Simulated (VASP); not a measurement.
BN: band gap against strain

BN (wurtzite, P6_3mc, 5.912 Å³/atom and stress up to 0.16 GPa in the relaxed cell, c along z) under an equal strain ε along x and y, with z held. r2SCAN in VASP (plane waves, PAW), 600 eV, 18×18×8 Γ-centred mesh, Gaussian smearing 0.05 eV; ions are relaxed, or left where forces stay under 0.02 eV/Å, within the symmetry of each cell. Gaps are the smallest on the run's k-mesh, which can miss an edge that lies off it, without spin-orbit coupling; in all rows the valence edge lies at Γ and the conduction edge at about 1.6 Å⁻¹ from Γ.

Here s stands for strain and Eg for gap.

| strain (%) | gap (eV) |
|---|---|
| 0.00 | 5.72 |
| 0.50 | 5.76 |
| 1.00 | 5.79 |
| 1.50 | 5.82 |
| 3.00 | ? |

Q: Using a straight line, estimate the missing Eg at s = 3.00 from the other rows, showing the fit.

A: Means: s 0.75000, Eg 5.772. About the means, the sum of products is 0.082500 and the sum of squares of s is 1.2500; the slope is their ratio. Least squares gives Eg = 5.723 + 0.0660·s. Residuals (row less fit): -0.003, 0.004, 0.001, -0.002; standard error 0.004 (degrees of freedom: 2). Over these rows the gap moves by 6.6 ± 0.3 eV per unit strain. At the withheld row, Eg = 5.723 + 0.0660 × 3.0 = 5.921 eV. The calculation gives 5.88 eV, 0.041 eV below the prediction (25.6 % of the range of Eg in the table). The row lies outside the fitted rows, so this is an extrapolation. The scatter of the fitted rows lies at the last printed digit.

A polynomial of degree 2 through the 6 other runs of the series gives 5.88 there, so most of the miss is curvature that the fit leaves out. BN is here a metastable high-pressure form. Rows are the converged runs of the series near zero and its far end, less any whose ions stayed unrelaxed beside relaxed ones; series whose fitted rows scatter by over a few per cent of the range, as at a crossing or softening among them, aren't shown in this form. Most that stay on the fit to the last digits aren't either.
